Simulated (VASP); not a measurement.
Calculation: PBE GGA, VASP's PBE PAW potentials (set 64) (plane waves; VASP 6.6.1).

A VASP calculation is set up with these files.

File KPOINTS:
```
kpoints
0
gamma
  5 5 4
```

**INCAR**
```
ALGO = Normal
EDIFF = 1E-6
ENCUT = 520
GGA = PE
ISIF = 2
ISMEAR = 0
LASPH = .True.
LCHARG = .False.
LMAXMIX = 4
LREAL = .False.
LWAVE = .False.
NELM = 100
PREC = Accurate
SIGMA = 0.05
SYSTEM = SnO
```

File POSCAR:
```
SnO
1
    3.8760000000     0.0000000000     0.0000000000
    0.0000000000     3.8760000000     0.0000000000
    0.0000000000     0.0000000000     4.9368000000
Sn O
2 2
Direct
  0.5000000000   0.0000000000   0.7620000000
  0.0000000000   0.5000000000   0.2380000000
  0.5000000000   0.5000000000   0.0000000000
  0.0000000000   0.0000000000   0.0000000000
```

POTCAR, in this order: Sn_d O (PBE.64 set). Program: vasp_std.

Problem. What will the output report for the number of irreducible k-points (NKPTS), number of bands (NBANDS), largest plane-wave count, number of space-group operations, FFT grid (NGX, NGY, NGZ)?

Solution. 
```json
{
 "number of irreducible k-points (NKPTS)": "18",
 "number of bands (NBANDS)": "24",
 "largest_plane_wave_count": "2016",
 "number_of_space_group_operations": "16",
 "FFT grid (NGX, NGY, NGZ)": "30 × 30 × 40"
}
```

The compound is SnO in the litharge structure. The cell was not relaxed at this level.
